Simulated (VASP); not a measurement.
Given:

```
NiRu3
1.0
    0.00000     3.21381     3.21381
    3.21381     0.00000     3.21381
    3.21381     3.21381     0.00000
Ni Ru
1 3
Direct
  0.00000   0.00000   0.00000
  0.50000   0.50000   0.50000
  0.25000   0.25000   0.25000
  0.75000   0.75000   0.75000
```
Starting moments (μB, in the order of the record's atoms Ni Ru Ru Ru): 2.0 0.0 0.0 0.0.

Level of theory: PBE GGA, VASP's PBE PAW potentials (set 64) (plane waves; VASP 6.6.1). Numerical set-up: 300 eV cut-off, 5×5×5 Γ-centred mesh, Gaussian smearing of 0.27 eV, potentials Ni Ru_pv.

At this cut-off the stress carries a Pulay error, which pulls relaxed volumes low. Energy and stress use the plane-wave basis of the starting cell.

Task: The ions, cell shape and volume are relaxed. What does this cell relax into?

Result: 
```
NiRu3
1.0
    0.00000     2.99270     2.99270
    2.99270     0.00000     2.99270
    2.99270     2.99270     0.00000
Ni Ru
1 3
Cartesian
  0.00000   0.00000   0.00000
  2.99270   2.99270   2.99270
  1.49635   1.49635   1.49635
  4.48906   4.48906   4.48906
```
Space group Fm-3m (225), at a tolerance of 0.03 Å. The cell ends with 0.00 μB, on the sites 0.00 0.00 0.00 0.00 μB.

Task: How do energy and volume change from the first to the last step?

Result: The energy (σ→0) changes by -373.5 meV/atom and the volume by -19.3 %, in 5 ionic steps.

The structure was generated: NiRu3 was put into an ordered model structure, which need not be its known phase. This run relaxes it. Symmetry was kept, so distortions that lower it aren't found. The k-mesh is coarse (spacing up to 0.36 per Å, 2π included), so the numbers may not be converged in it. The run is one of a series of settings (EDIFFG = -0.01, IBRION = 2, ISIF = 3, NSW = 50 against the base run), some of them coarse on purpose.
